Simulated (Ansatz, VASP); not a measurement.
# Cross-check of InSe between VASP and Ansatz, part 2 of 2

Wanted: the spread between two codes on one cell, functional and k mesh. The cell is taken from a series of runs on this material, whose earlier steps may have relaxed, scaled, displaced or heated it; both programs get it as it stands.

VASP 6.6.1 and Ansatz 0.2.0.

So far: Set-up; VASP: relaxation of cell and atoms, LDA.

### Step 3. Ansatz: relaxation of cell and atoms, LDA

Level of this step: Ansatz beside VASP: Kohn-Sham DFT, plane waves, LDA (Ansatz).

Ansatz runs on its PAW soft_1 files.

The same cell, functional (in two slightly different forms) and mesh now go to Ansatz, which takes its cutoff from its data sets.

File input.yaml:

```yaml
crystal:
  lattice:
    - [1.9866726204, 1.1470059722, 8.1316501947]
    - [-1.9866726204, 1.1470059722, 8.1316501947]
    - [0.0, -2.2940119443, 8.1316501947]
  atoms:
    - { symbol: In, position: [-0.0005256899, -0.0005256899, -0.0005256899] }
    - { symbol: In, position: [0.1118935942, 0.1118935942, 0.1118935942] }
    - { symbol: Se, position: [0.6141829824, 0.6141829824, 0.6141829824] }
    - { symbol: Se, position: [0.8304491133, 0.8304491133, 0.8304491133] }
kpoints:
  mp_grid: { grid: [9, 9, 9] }
hamiltonian:
  xc: lda
  pseudopotentials: { kind: paw, azcp: { folder: soft_1 }, xc_functional: pbe }
scf:
  occupations: { method: fixed }
output:
  forces: true
  stress: true
  eigenvalues: true
relax:
  adjacent_minimum: "off"
  f_tol: 0.001
  max_steps: 60
  cell: { stress_tol: 0.01 }
```

Started as:

```
$ ansatz run input.yaml --threads 4 --pin off --max-ram 15360MiB --backend cpu --events-out ev --progress --plain --runs-dir out
```

Numbers of over 12 decimals in the logs are rounded to 6 here.

Log:

```text
basis.fft_grid_basis auto: the FFT boxes are laid along the combinations [[1, 0, -1], [0, 1, -1], [0, 0, 1]] of the cell's own vectors, 3.973, 3.973 and 8.449 Å long. The dense box has 27×27×60 points. Along the cell's own vectors, as sized, it would have 60×60×60, 4.94 times as many. Of the 6 symmetry operations that the crystal satisfies within crystal.symmetry.tolerance (time reversal apart; of a slab, those that  [...]
Engine: ansatz 0.2.0, aarch64-unknown-linux-gnu
Pseudopotentials: kind: paw
Pseudopotential: In, paw, valence charge 13, recommended cutoff 420 eV (normal), soft_1/In.paw.azcp
Pseudopotential: Se, paw, valence charge 16, recommended cutoff 420 eV (normal), soft_1/Se.paw.azcp
Functional definition: SPW92
  exchange = slater_x
  correlation = pw_c
Crystal: 4 atoms, lattice volume = 111.179 Å³
Basis set: ecut = 420 eV, 2193 PW (Γ), FFT grids on a1−a3, a2−a3, a3
Bands: 35, of which v1, the nominal top of the filled ones, is band 29 counted from 1 (28 counted from 0)
Symmetry: 6 space group operations
Space group: R3m (ITA 160), of the structure as read, at distance tolerance 4.8e-5 Å
k-points: 85 of 729 (time reversal used)
Non-local potential: In, projectors of the file, l = 0: 2, l = 1: 2, l = 2: 2, l = 3: 1
Non-local potential: Se, projectors of the file, l = 0: 2, l = 1: 2, l = 2: 3, l = 3: 1
PAW form: soft (Blöchl's): semilocal exchange-correlation on the pseudo side does not see the compensation charge
PAW frozen core: In, regenerated for the run's functional, and the local potential with it (the file was generated under x = pbe(κ = 0.804, μ = 0.219515), c = pbe(β = 0.066725))
PAW frozen core: Se, regenerated for the run's functional, and the local potential with it (the file was generated under x = pbe(κ = 0.804, μ = 0.219515), c = pbe(β = 0.066725))
PAW one-centre angular grid: In, 590 points (default); XC on 64 Gauss nodes
PAW one-centre angular grid: Se, 590 points (default); XC on 64 Gauss nodes
Initial density: superposition of atomic densities (chi_scale 0.1, normalization cell, long waves kept (reshape's long-wave potential 0.64 eV rms))
Initial wavefunctions: pseudopotential atomic-orbital guess
Functional: x = slater, c = lda
SCF iter   1: F=—  HF=-21685.634476 eV  |F-HF|=—  |Δ(HF+E_count)|=         —  Δρ=4.97e-2  dr2=1.52e1  ethr=3.10e-3  ⟨swp⟩=5.0  Hψ=10947  notcnv=0  defer=320
preconditioner: auto → Resta (q_TF=auto, 2.448 Å⁻¹)  ε∞=3.2  [insulator: Δε(μ)=0.408 eV  Ē_g=14.608 eV  n_scr=30 (ndim 8)  ℏωp=21.7 eV  f_vac=0.017  ε∞_Penn≈3.2]
SCF iter   2: F=—  HF=-21683.066111 eV  |F-HF|=—  |Δ(HF+E_count)|=    2.57e0  Δρ=1.94e-2  dr2=4.22e-1  ethr=3.10e-3  ⟨swp⟩=3.3  Hψ=5964  notcnv=0  defer=328
SCF iter   3: F=—  HF=-21682.913463 eV  |F-HF|=—  |Δ(HF+E_count)|=   1.53e-1  Δρ=1.08e-2  dr2=1.06e-1  ethr=7.28e-4  ⟨swp⟩=2.0  Hψ=6152  notcnv=0  defer=340
SCF iter   4: F=—  HF=-21682.871789 eV  |F-HF|=—  |Δ(HF+E_count)|=   4.17e-2  Δρ=1.59e-3  dr2=5.80e-3  ethr=1.83e-4  ⟨swp⟩=3.0  Hψ=5474  notcnv=0  defer=340
SCF iter   5: F=—  HF=-21682.868408 eV  |F-HF|=—  |Δ(HF+E_count)|=   3.38e-3  Δρ=7.30e-4  dr2=7.38e-4  ethr=1.00e-5  ⟨swp⟩=2.3  Hψ=5544  notcnv=0  defer=340
SCF iter   6: F=—  HF=-21682.868512 eV  |F-HF|=—  |Δ(HF+E_count)|=   1.04e-4  Δρ=1.58e-4  dr2=1.04e-4  ethr=1.27e-6  ⟨swp⟩=2.0  Hψ=3460  notcnv=0  defer=340
SCF iter   7: F=—  HF=-21682.868504 eV  |F-HF|=—  |Δ(HF+E_count)|=   8.18e-6  Δρ=4.59e-5  dr2=9.08e-6  ethr=1.79e-7  ⟨swp⟩=2.1  Hψ=3274  notcnv=0  defer=97
SCF iter   8: F=—  HF=-21682.868503 eV  |F-HF|=—  |Δ(HF+E_count)|=   1.34e-6  Δρ=1.43e-5  dr2=2.95e-7  ethr=1.57e-8  ⟨swp⟩=2.0  Hψ=4260  notcnv=0  defer=96
SCF iter   9: F=-21682.868503 eV  HF=-21682.868503 eV  |F-HF|=2.95e-8  |Δ(HF+E_count)|=   2.11e-8  Δρ=3.67e-6  dr2=4.60e-8  ethr=1.72e-10  ⟨swp⟩=11.0  Hψ=15664  notcnv=0
SCF 1 converged in 9 iterations: F = -21682.868503 eV  dr2 = 4.60e-8
  greatest PAW one-centre occupation: 1.000 electrons in one spin orbital (limit 2), on the Se atom at site 3 (counted from 0), in its partial waves of l = 2
relax step   1: F+E_penalty+E_count = -21682.86850257 eV  Δ(F+E_penalty+E_count) = +0.000e0 eV  max|allowed force component| = 1.212e-3 eV/Å  Δτ_max = 0.0000 Å  P = -0.002 GPa  Ω = 111.179 Å³  (9 SCF iters, dr2 threshold 1.00e-7 eV, accepted)
[...]
relax step   2: F+E_penalty+E_count = -21682.86850984 eV  Δ(F+E_penalty+E_count) = -7.277e-6 eV  max|allowed force component| = 1.749e-3 eV/Å  Δτ_max = 0.0012 Å  P = -0.000 GPa  Ω = 111.133 Å³  energy of the carried Pulay correction = +5.004e-6 eV  (6 SCF iters, dr2 threshold 5.26e-10 eV, accepted)
[...]
relax step   3: F+E_penalty+E_count = -21682.86850908 eV  Δ(F+E_penalty+E_count) = +7.588e-7 eV  max|allowed force component| = 1.124e-3 eV/Å  Δτ_max = 0.0004 Å  P = +0.001 GPa  Ω = 111.145 Å³  energy of the carried Pulay correction = +3.655e-6 eV  (6 SCF iters, dr2 threshold 1.91e-10 eV, accepted)
[...]
relax step   4: F+E_penalty+E_count = -21682.86850940 eV  Δ(F+E_penalty+E_count) = -3.166e-7 eV  max|allowed force component| = 1.015e-4 eV/Å  Δτ_max = 0.0001 Å  P = +0.000 GPa  Ω = 111.144 Å³  energy of the carried Pulay correction = +3.773e-6 eV  (5 SCF iters, dr2 threshold 7.89e-11 eV, accepted)
[...]
relax step   5: F+E_penalty+E_count = -21682.86850502 eV  Δ(F+E_penalty+E_count) = +4.378e-6 eV  max|allowed force component| = 1.024e-4 eV/Å  Δτ_max = 0.0000 Å  P = +0.000 GPa  Ω = 111.144 Å³  stress off target by 4.84e-4 GPa  SCF on the basis re-selected at this cell (its energy is not comparable with the rows above)  (4 SCF iters)
basis re-selected at this cell: Δ(F+E_penalty+E_count) = +4.378e-6 eV, ΔP = -0.000 GPa vs the last step (what re-selecting the basis moved, of the pressure what is left beyond the Pulay correction that the steps carried, after the strain that the cell walked since its last selection, with what the two solves' SCF thresholds leave and, on support functions, any second-order correction that the steps lacked; it is no m [...]
SCF converged after 4 iterations
Free energy (F): -21682.868505 eV
Harris-Foulkes:  -21682.868505 eV  (|F-HF|=7.28e-12)
Internal energy: -21682.868505 eV  (E = F + TS)
E sigma→0 (E₀):  -21682.868505 eV
Fermi energy:    7.477828 eV
--- Per-component energies (eV) ---
  E_band       = -908.639775
  E_kinetic    = 662.520304
  E_local      = -8056.987066  (includes V_loc(G=0)·N_el)
  E_nonlocal   = -40.065532
  E_hartree    = 3917.393160
  E_xc         = -453.757398
  E_vxc        = -362.455613  (∫ρ·V_xc dr)
  E_paw        = -12230.493837  (= ΣΔE_a)
  E_vpaw       = -946.437614  (= ΣTr[D̂ρ^β])
  E_aug_tail   = -0.000583  (compensation charges beyond the density's cutoff)
  E_ewald      = -5486.481343
  E_core_change = 5.003789  (= ΣΔE_core)
  E_smearing   = -0.000000  (= −TS)
  E_closure    = 0.000000  (closes the sum)
  Σ components = -21682.868505   (vs F -21682.868505, Δ=0.00e0)
--- Forces (eV/Å), atoms counted from 1 ---
  atom   1  In     0.00000000     0.00000000     0.00007291
  atom   2  In     0.00000000    -0.00000000    -0.00010234
  atom   3  Se    -0.00000000    -0.00000000    -0.00003030
  atom   4  Se     0.00000000     0.00000000     0.00006003
  max |Σ_I F_I| component: 3.01e-7 eV/Å
--- Stress (GPa, compression-positive) ---
       -0.000059      -0.000000      -0.000000
       -0.000000      -0.000059       0.000000
       -0.000000       0.000000       0.000484
  P = ⅓ Tr σ = 0.0001 GPa (0.001 kbar)
--- Band table (eV; the first three rows and the last of 85) ---
  k-point 0: bands = [... 25 lower, 6.1058, 6.1058, 6.2774, 6.2774, 9.2768, 9.4926, 11.7640, 11.7640, ... 2 higher]
  k-point 1: bands = [... 25 lower, 5.8479, 5.9330, 6.1451, 6.3013, 9.5251, 10.0990, 11.1403, 11.8898, ... 2 higher]
  k-point 2: bands = [... 25 lower, 5.5564, 5.5701, 5.8141, 6.4287, 9.5447, 9.7159, 11.4814, 11.6530, ... 2 higher]
  k-point 84: bands = [... 25 lower, 5.4834, 5.8517, 6.2401, 7.4778, 8.6362, 10.0758, 11.1824, 11.7641, ... 2 higher]
--- Relaxed structure (4 steps of the walk, 4 accepted, 1 SCFs on fresh bases) ---
  F+E_penalty+E_count = -21682.86850502 eV   max|allowed force component| = 1.024e-4 eV/Å   (the final SCF, on the basis selected at the relaxed cell)
  cell:  # Å, volume = 111.1444 Å³
    - [1.986878, 1.147125, 8.127448]
    - [-1.986878, 1.147125, 8.127448]
    - [1.1553670827288505e-19, -2.294250, 8.127448]
  atoms:
    - { symbol: In, position: [-0.000548896, -0.000548896, -0.000548896] }
    - { symbol: In, position: [0.111918, 0.111918, 0.111918] }
    - { symbol: Se, position: [0.614143, 0.614143, 0.614143] }
    - { symbol: Se, position: [0.830488, 0.830488, 0.830488] }
```

### Step 4. Comparison

Known differences besides the potentials themselves: the two LDA forms differ slightly; fixed occupations in Ansatz, narrow Gaussian smearing in VASP; the data sets hold 58 valence electrons in Ansatz (on its PAW soft_1 files) and 38 in VASP; the cutoff is 420 eV in Ansatz and 500 eV in VASP; VASP's log shows a relativistic correction to its local exchange, Ansatz's none; Ansatz adds a Pulay correction to the stress that steers its cell, VASP none. Total energies have different zeros and are not compared.

Both answers:

| quantity | Ansatz | VASP | difference |
| --- | --- | --- | --- |
| volume (Å³) | 111.14 | 111.43 | -0.26 % |
| edge a after relaxation, in the typed setting (Å) | 8.445 | 8.455 | -0.12 % |

### Step 5. Results

| Item | Value |
| --- | --- |
| difference in volume (relaxation of cell and atoms, LDA) | -0.26 % |

What this shows: The difference in volume is -0.26 % (relaxation of cell and atoms, LDA), within the 1.2 % picked in this series as the mark of a large difference, as far as the stopping tolerances let one tell. The data sets hold unlike numbers of valence electrons (58 in Ansatz and 38 in VASP), so part of the differences comes from the potentials. Such differences can come from data sets, numerical settings and the points named under the comparisons, not from the functional's error against experiment.

[Lines on the potential files, build, host, timing and source positions are cut from VASP's logs without a mark.]

[Logs are printed without paths, hosts, clocks, repeated set-up lines and the standing remarks that a program may print on its own settings, such as how far it seeks lower states.]

[Hosts, paths, dates, database ids (printed as entryN), source tags and the programs' standing remarks are cut or masked in the printed files.]
